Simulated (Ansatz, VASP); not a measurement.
**ZnSe (Stilleite) in two plane-wave programs**

One calculation is typed for both programs; each brings its own data sets. How far apart do they land? The cell is taken from a series of runs on this material, whose earlier steps may have relaxed, scaled, displaced or heated it; both programs get it as it stands.

Program: Ansatz 0.2.0. Level of theory: plane waves, with VASP 6.6.1 beside it; PBE. Results are calculated unless marked as measured.

**1. The starting structure**

It takes space group F-43m (No. 216, cubic). The conventional cell has a = 5.535 Å, b = 5.535 Å, c = 5.535 Å, α = 90.00°, β = 90.00°, γ = 90.00°. Nearest to Zn lie 4 Se at 2.40 Å. Se has 4 Zn at 2.40 Å nearest. Farther neighbours and most contacts between anions are not listed.

**2. VASP: single point, PBE, pair 1**

With cell and atoms fixed, the geometry can't cause a difference; cores, projectors, grids and the points listed under the comparison can.

Lines of VASP's logs that name or quote its potential files are left out, and so is its time.

INCAR reads:

```
SYSTEM = ZnSe
PREC = Accurate
ENCUT = 500
EDIFF = 1E-06
NELM = 120
ISMEAR = 0
SIGMA = 0.02
LREAL = .FALSE.
ALGO = Normal
GGA = PE
NBANDS = 15
LORBIT = 11
LWAVE = .FALSE.
LCHARG = .FALSE.
ISIF = 2
LASPH = .TRUE.
GGA_COMPAT = .FALSE.
EFERMI = MIDGAP
```

POSCAR reads:

```
ZnSe
1.0
    0.0000000000      2.7673962236      2.7673962236
    2.7673962236      0.0000000000      2.7673962236
    2.7673962236      2.7673962236      0.0000000000
Zn Se
1 1
Direct
    0.0000000000      0.0000000000      0.0000000000
    0.7500000000      0.7500000000      0.7500000000
```

KPOINTS reads:

```
Automatic mesh
0
Gamma
12 12 12
0 0 0
```

Potentials, in the order of the species: Zn and Se (PBE family, release 64).

Started as:

```sh
mpirun -np 1 vasp_std
```

Numbers of over 12 decimals in the logs are rounded to 6 here.

Log:

```text
[banner, memory and clock lines left out]
running    1 mpi-ranks, on    1 nodes
 distrk:  each k-point on    1 cores,    1 groups
 distr:  one band on    1 cores,    1 groups

 POSCAR found type information on POSCAR ZnSe
 POSCAR found :  2 types and       2 ions
 LDA part: xc-table for (Slater+PW92), standard interpolation
 POSCAR, INCAR and KPOINTS ok, starting setup
 FFT: planning ... GRIDC
 FFT: planning ... GRID_SOFT
 FFT: planning ... GRID
 WAVECAR not read
 entering main loop
       N       E                     dE             d eps       ncg     rms          rms(c)
DAV:   1     0.868452012874E+02    0.86845E+02   -0.88046E+03  2168   0.137E+03
DAV:   2    -0.805701582027E+00   -0.87651E+02   -0.82758E+02  2349   0.259E+02
DAV:   3    -0.617026536005E+01   -0.53646E+01   -0.53432E+01  2643   0.635E+01
DAV:   4    -0.621373046569E+01   -0.43465E-01   -0.43458E-01  2559   0.614E+00
DAV:   5    -0.621392935982E+01   -0.19889E-03   -0.19889E-03  2776   0.382E-01    0.544E+00
DAV:   6    -0.594469581402E+01    0.26923E+00   -0.57155E-01  3089   0.268E+01    0.409E+00
DAV:   7    -0.592412724100E+01    0.20569E-01   -0.17789E-01  2377   0.404E+00    0.172E+00
DAV:   8    -0.592384721306E+01    0.28003E-03   -0.50036E-03  3010   0.841E-01    0.485E-01
DAV:   9    -0.592401285906E+01   -0.16565E-03   -0.12062E-03  2433   0.279E-01    0.655E-02
DAV:  10    -0.592411984531E+01   -0.10699E-03   -0.24029E-04  2609   0.126E-01    0.264E-02
DAV:  11    -0.592410899442E+01    0.10851E-04   -0.46938E-05  2546   0.676E-02    0.680E-03
DAV:  12    -0.592410994016E+01   -0.94574E-06   -0.67248E-06  2643   0.167E-02
   1 F= -.59241099E+01 E0= -.59241099E+01  d E =0.000000E+00
```

OUTCAR, selected parts (step 2):

```text
ion  position               nearest neighbor table
   1  0.000  0.000  0.000-   2 2.40   2 2.40   2 2.40   2 2.40
   2  0.750  0.750  0.750-   1 2.40   1 2.40   1 2.40   1 2.40

  LATTYP: Found a face centered cubic cell.
 ALAT       =     5.5347924472

 Subroutine GETGRP returns: Found 24 space group operations
 (whereof 24 operations were pure point group operations)

The static configuration has the point symmetry T_d .

 Found     72 irreducible k-points:

   k-points           NKPTS =     72   k-points in BZ     NKDIM =     72   number of bands    NBANDS=     15

   dimension x,y,z NGX =    30 NGY =   30 NGZ =   30
   dimension x,y,z NGXF=    60 NGYF=   60 NGZF=   60

   ENCUT  =  500.0 eV  36.75 Ry    6.06 a.u.   7.14  7.14  7.14*2*pi/ulx,y,z

   NELECT =      18.0000    total number of electrons

 k-points in reciprocal lattice and weights: Automatic mesh
   0.00000000  0.00000000  0.00000000       0.001
   0.08333333  0.00000000  0.00000000       0.005
   0.16666667  0.00000000  0.00000000       0.005
   0.25000000  0.00000000  0.00000000       0.005
   0.33333333  0.00000000  0.00000000       0.005
   0.41666667  0.00000000  0.00000000       0.005
   0.50000000  0.00000000  0.00000000       0.002
   0.08333333  0.08333333  0.00000000       0.003
   0.16666667  0.08333333  0.00000000       0.014
[...]
-0.33333333  0.50000000  0.16666667       0.007
  -0.25000000  0.50000000  0.25000000       0.003

 average (electrostatic) potential at core
       1 -36.6499       2 -55.4969

 E-fermi :   3.0435

 k-point     1 :       0.0000    0.0000    0.0000
  band No.  band energies     occupation
    ...
      5      -4.1438      2.00000
      6      -4.1438      2.00000
      7       2.2506      2.00000
      8       2.2506      2.00000
      9       2.2506      2.00000
     10       3.8364      0.00000
     11       8.0186      0.00000
     12       8.0186      0.00000
     13       8.0186      0.00000
     14      12.4505      0.00000
    ...

 k-point     2 :       0.0833    0.0000    0.0000
  band No.  band energies     occupation
    ...
      5      -4.1448      2.00000
      6      -4.1448      2.00000
      7       1.4922      2.00000
      8       2.1692      2.00000
      9       2.1692      2.00000
     10       4.4295      0.00000
     11       7.9776      0.00000
     12       8.1532      0.00000
     13       8.1532      0.00000
     14      12.9149      0.00000
    ...

 k-point     3 :       0.1667    0.0000    0.0000
  band No.  band energies     occupation
    ...
      5      -4.1461      2.00000
      6      -4.1461      2.00000
      7       0.2513      2.00000
      8       1.9628      2.00000
      9       1.9628      2.00000
     10       5.0518      0.00000
     11       8.2066      0.00000
     12       8.4595      0.00000
     13       8.4595      0.00000
     14      12.7828      0.00000
    ...

  Total        2.0853152      2.0853152      2.0853152      0.0000000      0.0000000      0.0000000
  in kB       78.8203313     78.8203313     78.8203313      0.0000000      0.0000000      0.0000000
  external PRESSURE =      78.8203313 kB  Pullay stress =       0.0000000 kB

  energy-cutoff  :      500.00
  volume of cell :       42.39
      direct lattice vectors                 reciprocal lattice vectors
     0.000000000  2.767396224  2.767396224    -0.180675248  0.180675248  0.180675248
     2.767396224  0.000000000  2.767396224     0.180675248 -0.180675248  0.180675248
     2.767396224  2.767396224  0.000000000     0.180675248  0.180675248 -0.180675248

 POSITION                                       TOTAL-FORCE (eV/Angst)
 -----------------------------------------------------------------------------------
      0.00000      0.00000      0.00000         0.000000      0.000000     -0.000000
      4.15109      4.15109      4.15109        -0.000000     -0.000000      0.000000
 -----------------------------------------------------------------------------------
    total drift:                               -0.000000     -0.000000     -0.000000

  FREE ENERGIE OF THE ION-ELECTRON SYSTEM (eV)
  ---------------------------------------------------
  free  energy   TOTEN  =        -5.9241099402 eV

  energy  without entropy=       -5.9241099402  energy(sigma->0) =       -5.92410994

 total charge
# of ion       s       p       d       tot
------------------------------------------
    1        0.552   0.506   9.793  10.851
    2        1.434   2.471   0.037   3.943
--------------------------------------------------
tot          1.986   2.978   9.830  14.794

[... 3 further parts left out ...]
```

The run ends at a pressure of 7.88 GPa.

**3. Ansatz: single point, PBE, pair 1**

Ansatz runs on its PAW soft_1 files.

The same cell, functional, mesh and smearing now go to Ansatz, which takes its cutoff from its data sets.

input.yaml reads:

```yaml
crystal:
  lattice:
    - [0.0, 2.7673962236, 2.7673962236]
    - [2.7673962236, 0.0, 2.7673962236]
    - [2.7673962236, 2.7673962236, 0.0]
  atoms:
    - { symbol: Zn, position: [0.0, 0.0, 0.0] }
    - { symbol: Se, position: [0.75, 0.75, 0.75] }
kpoints:
  mp_grid: { grid: [12, 12, 12] }
hamiltonian:
  xc: pbe
  pseudopotentials: { kind: paw, azcp: { folder: soft_1 } }
scf:
  occupations: { method: gaussian, width: 0.02 }
output:
  forces: true
  stress: true
  eigenvalues: true
```

Started as:

```sh
ansatz run input.yaml --threads 4 --pin off --max-ram 10240MiB --backend cpu --events-out ev --progress --plain --runs-dir out
```

Log:

```text
Engine: ansatz 0.2.0, x86_64-unknown-linux-gnu
Pseudopotentials: kind: paw
Pseudopotential: Zn, paw, valence charge 12, recommended cutoff 420 eV (normal), soft_1/Zn.paw.azcp
Pseudopotential: Se, paw, valence charge 16, recommended cutoff 420 eV (normal), soft_1/Se.paw.azcp
Functional definition: PBE
  parameter kappa = 0.804
  parameter beta = 0.066725
  exchange = pbe_x(kappa = kappa, mu = beta*pi^2/3)
  correlation = pbe_c(beta = beta)
Crystal: 2 atoms, lattice volume = 42.388 Å³
Basis set: ecut = 420 eV, 869 PW (Γ), exchange–correlation on 54×54×54 points (8 copies of the dense FFT grid, shifted against one another)
Bands: 18, of which v1, the nominal top of the filled ones, is band 14 counted from 1 (13 counted from 0)
Symmetry: 24 space group operations
Space group: F-43m (ITA 216), of the structure as read, at distance tolerance 3.5e-5 Å
k-points: 72 of 1728 (time reversal used)
Non-local potential: Zn, projectors of the file, l = 0: 2, l = 1: 2, l = 2: 3, l = 3: 1
Non-local potential: Se, projectors of the file, l = 0: 2, l = 1: 2, l = 2: 3, l = 3: 1
PAW form: soft (Blöchl's): semilocal exchange-correlation on the pseudo side does not see the compensation charge
PAW one-centre angular grid: Zn, 590 points (default); XC on 64 Gauss nodes
PAW one-centre angular grid: Se, 590 points (default); XC on 64 Gauss nodes
Initial density: superposition of atomic densities (chi_scale 0.1, normalization cell, long waves kept (reshape's long-wave potential 0.00 eV rms))
Initial wavefunctions: pseudopotential atomic-orbital guess
Functional: x = pbe(κ = 0.804, μ = 0.219515), c = pbe(β = 0.066725)
SCF iter   1: F=—  HF=-8789.763038 eV  |F-HF|=—  |Δ(HF+E_count)|=         —  Δρ=6.23e-2  dr2=1.00e0  ethr=3.10e-3  ⟨swp⟩=6.2  Hψ=7068  notcnv=0
preconditioner: auto → none  [insulator: Δε(μ)=1.504 eV  Ē_g=13.128 eV  σ=0.020 eV  W_gap=1.00  n_scr=14 (ndim 8)  ℏωp=24.2 eV  f_vac=0.030  D(μ)=0.00/eV (n_scr^D=0)  ε∞_Penn≈4.4]
SCF iter   2: F=—  HF=-8789.533473 eV  |F-HF|=—  |Δ(HF+E_count)|=   2.30e-1  Δρ=2.68e-2  dr2=1.92e-1  ethr=3.10e-3  ⟨swp⟩=3.0  Hψ=2997  notcnv=0
SCF iter   3: F=—  HF=-8789.452394 eV  |F-HF|=—  |Δ(HF+E_count)|=   8.11e-2  Δρ=1.28e-2  dr2=3.67e-2  ethr=6.87e-4  ⟨swp⟩=2.1  Hψ=2733  notcnv=0
SCF iter   4: F=—  HF=-8789.446729 eV  |F-HF|=—  |Δ(HF+E_count)|=   5.66e-3  Δρ=2.83e-3  dr2=1.93e-3  ethr=1.31e-4  ⟨swp⟩=2.3  Hψ=2621  notcnv=0
SCF iter   5: F=—  HF=-8789.447136 eV  |F-HF|=—  |Δ(HF+E_count)|=   4.07e-4  Δρ=9.91e-4  dr2=2.83e-4  ethr=6.88e-6  ⟨swp⟩=2.1  Hψ=2394  notcnv=0
SCF iter   6: F=—  HF=-8789.447198 eV  |F-HF|=—  |Δ(HF+E_count)|=   6.22e-5  Δρ=7.79e-5  dr2=1.85e-6  ethr=1.01e-6  ⟨swp⟩=2.0  Hψ=2333  notcnv=0
SCF iter   7: F=—  HF=-8789.447196 eV  |F-HF|=—  |Δ(HF+E_count)|=   1.78e-6  Δρ=2.50e-5  dr2=3.22e-7  ethr=6.59e-9  ⟨swp⟩=2.0  Hψ=2304  notcnv=0
SCF iter   8: F=-8789.447196 eV  HF=-8789.447196 eV  |F-HF|=2.69e-8  |Δ(HF+E_count)|=   6.34e-8  Δρ=1.24e-5  dr2=3.57e-8  ethr=3.57e-10  ⟨swp⟩=6.1  Hψ=6953  notcnv=0
SCF 1 converged in 8 iterations: F = -8789.447196 eV  dr2 = 3.57e-8
  greatest PAW one-centre occupation: 1.000 electrons in one spin orbital (limit 2), on the Se atom at site 1 (counted from 0), in its partial waves of l = 2
SCF converged after 8 iterations
Free energy (F): -8789.447196 eV
Harris-Foulkes:  -8789.447196 eV  (|F-HF|=2.69e-8)
Internal energy: -8789.447196 eV  (E = F + TS)
E sigma→0 (E₀):  -8789.447196 eV
Fermi energy:    8.327430 eV
--- Per-component energies (eV) ---
  E_band       = -366.410714
  E_kinetic    = 260.549134
  E_local      = -4732.077699  (includes V_loc(G=0)·N_el)
  E_nonlocal   = 465.387337
  E_hartree    = 2195.245477
  E_xc         = -164.577891
  E_vxc        = -142.803850  (∫ρ·V_xc dr)
  E_paw        = -4027.740907  (= ΣΔE_a)
  E_vpaw       = -607.962583  (= ΣTr[D̂ρ^β])
  E_aug_tail   = -0.000676  (compensation charges beyond the density's cutoff)
  E_ewald      = -2786.231971
  E_smearing   = -0.000000  (= −TS)
  E_closure    = -0.000000  (closes the sum)
  Σ components = -8789.447196   (vs F -8789.447196, Δ=0.00e0)
--- Forces (eV/Å), atoms counted from 1 ---
  atom   1  Zn    -0.00000000     0.00000000     0.00000000
  atom   2  Se     0.00000000    -0.00000000     0.00000000
  max |Σ_I F_I| component: 1.89e-16 eV/Å
--- Stress (GPa, compression-positive) ---
        7.598530       0.000000      -0.000000
        0.000000       7.598530       0.000000
       -0.000000       0.000000       7.598530
  P = ⅓ Tr σ = 7.5985 GPa (75.985 kbar)
--- Band table (eV; the first three rows and the last of 72) ---
  k-point 0: bands = [... 10 lower, 1.1560, 7.5391, 7.5391, 7.5391, 9.1155, 13.3166, 13.3166, 13.3166]
  k-point 1: bands = [... 10 lower, 1.1550, 6.7817, 7.4578, 7.4578, 9.7081, 13.2720, 13.4510, 13.4510]
  k-point 2: bands = [... 10 lower, 1.1538, 5.5428, 7.2514, 7.2514, 10.3319, 13.4925, 13.7570, 13.7570]
  k-point 71: bands = [... 10 lower, 1.5164, 2.4954, 4.4766, 4.5248, 13.0120, 13.4091, 14.6599, 15.2361]
```

In the SCF lines HF is the Harris–Foulkes energy and dr2 the Hartree energy of the density residual, in eV; the loop may stop once dr2 is under the threshold and the program's other checks hold. Hψ counts applications of the Hamiltonian.

The run ends at a pressure of 7.60 GPa.

**4. Comparison**

Known differences besides the potentials themselves: the data sets hold 28 valence electrons in Ansatz (on its PAW soft_1 files) and 18 in VASP; the cutoff is 420 eV in Ansatz and 500 eV in VASP. Total energies have different zeros and are not compared.

Compared:

| quantity | Ansatz | VASP | difference |
| --- | --- | --- | --- |
| pressure (GPa) | 7.60 | 7.88 | -0.28 |
| gap on the k mesh (eV) | 1.576 | 1.586 | -0.009 |

A gap on the mesh is an upper bound, since the band edges may lie between its points.

**5. Ansatz: single point, PBE, pair 2**

A single point takes one fixed geometry, so differences don't come from the geometry; what else differs is listed under the comparison. The cell compared in this pair holds 44.27 Å³, against 42.39 Å³ for the pair before.

The cell is taken from a series of runs on this material, whose earlier steps may have relaxed, scaled, displaced or heated it; both programs get it as it stands.

input.yaml, the sections that differ from step 3:

```yaml
crystal:
  lattice:
    - [0.0, 2.8078018683, 2.8078018683]
    - [2.8078018683, 0.0, 2.8078018683]
    - [2.8078018683, 2.8078018683, 0.0]
  atoms:
    - { symbol: Zn, position: [0.0, 0.0, 0.0] }
    - { symbol: Se, position: [0.75, 0.75, 0.75] }
# kpoints, hamiltonian, scf, output: as in step 3
```

Log:

```text
[...]
Crystal: 2 atoms, lattice volume = 44.272 Å³
Basis set: ecut = 420 eV, 893 PW (Γ), exchange–correlation on 54×54×54 points (8 copies of the dense FFT grid, shifted against one another)
Bands: 18, of which v1, the nominal top of the filled ones, is band 14 counted from 1 (13 counted from 0)
Symmetry: 24 space group operations
[...]
k-points: 72 of 1728 (time reversal used)
[...]
--- Band table (eV; the first three rows and the last of 72) ---
  k-point 0: bands = [... 10 lower, 0.6728, 6.9192, 6.9192, 6.9192, 8.3156, 12.7183, 12.7183, 12.7183]
  k-point 1: bands = [... 10 lower, 0.6719, 6.1707, 6.8443, 6.8443, 8.9177, 12.6589, 12.8449, 12.8449]
  k-point 2: bands = [... 10 lower, 0.6708, 4.9806, 6.6535, 6.6535, 9.5616, 12.8231, 13.1350, 13.1350]
  k-point 71: bands = [... 10 lower, 0.9950, 2.0980, 4.0441, 4.1245, 12.3995, 12.5914, 13.9485, 14.6274]
[key lines of the parts left out:]
SCF converged after 8 iterations
Free energy (F): -8789.514879 eV
Fermi energy:    7.617559 eV
P = ⅓ Tr σ = 4.0457 GPa (40.457 kbar)
```

The run ends at a pressure of 4.05 GPa.

**6. VASP: single point, PBE, pair 2**

The same cell, functional, mesh and smearing now go to VASP, with its own data sets.

INCAR is that of step 2.

POSCAR reads:

```
ZnSe
1.0
    0.0000000000      2.8078018683      2.8078018683
    2.8078018683      0.0000000000      2.8078018683
    2.8078018683      2.8078018683      0.0000000000
Zn Se
1 1
Direct
    0.0000000000      0.0000000000      0.0000000000
    0.7500000000      0.7500000000      0.7500000000
```

KPOINTS is that of step 2.

Started as:

```sh
mpirun -np 1 vasp_std
```

Log:

```text
[... set-up lines as in an earlier step ...]
 entering main loop
       N       E                     dE             d eps       ncg     rms          rms(c)
DAV:   1     0.873291713538E+02    0.87329E+02   -0.86887E+03  2168   0.135E+03
DAV:   2    -0.739818064284E+00   -0.88069E+02   -0.83382E+02  2363   0.257E+02
DAV:   3    -0.623737657696E+01   -0.54976E+01   -0.54735E+01  2678   0.639E+01
DAV:   4    -0.628276144520E+01   -0.45385E-01   -0.45379E-01  2524   0.622E+00
[...]
DAV:  11    -0.599515604715E+01    0.52132E-05   -0.38535E-05  2392   0.510E-02    0.558E-03
DAV:  12    -0.599515713524E+01   -0.10881E-05   -0.49840E-06  2699   0.137E-02    0.280E-03
DAV:  13    -0.599515730265E+01   -0.16741E-06   -0.49900E-07  1871   0.572E-03
   1 F= -.59951573E+01 E0= -.59951573E+01  d E =0.000000E+00
```

OUTCAR, selected parts (step 6):

```text
  Total        1.1897073      1.1897073      1.1897073      0.0000000      0.0000000     -0.0000000
  in kB       43.0547773     43.0547773     43.0547773      0.0000000      0.0000000     -0.0000000
  external PRESSURE =      43.0547773 kB  Pullay stress =       0.0000000 kB

 POSITION                                       TOTAL-FORCE (eV/Angst)
 -----------------------------------------------------------------------------------
      0.00000      0.00000      0.00000         0.000000      0.000000      0.000000
      4.21170      4.21170      4.21170        -0.000000     -0.000000     -0.000000
 -----------------------------------------------------------------------------------
    total drift:                               -0.000000     -0.000000     -0.000000

  FREE ENERGIE OF THE ION-ELECTRON SYSTEM (eV)
  ---------------------------------------------------
  free  energy   TOTEN  =        -5.9951573027 eV

  energy  without entropy=       -5.9951573027  energy(sigma->0) =       -5.99515730

[... 1 part as in an earlier step ...]

[... 2 further parts left out ...]
[key lines of the parts left out:]
E-fermi :   2.5557
```

The run ends at a pressure of 4.31 GPa.

(Part 1 of 2 ends here.)

[Lines on the potential files, build, host, timing and source positions are cut from VASP's logs without a mark.]

[Logs are printed without paths, hosts, clocks, repeated set-up lines and the standing remarks that a program may print on its own settings, such as how far it seeks lower states.]

[Hosts, paths, dates, database ids (printed as entryN), source tags and the programs' standing remarks are cut or masked in the printed files.]
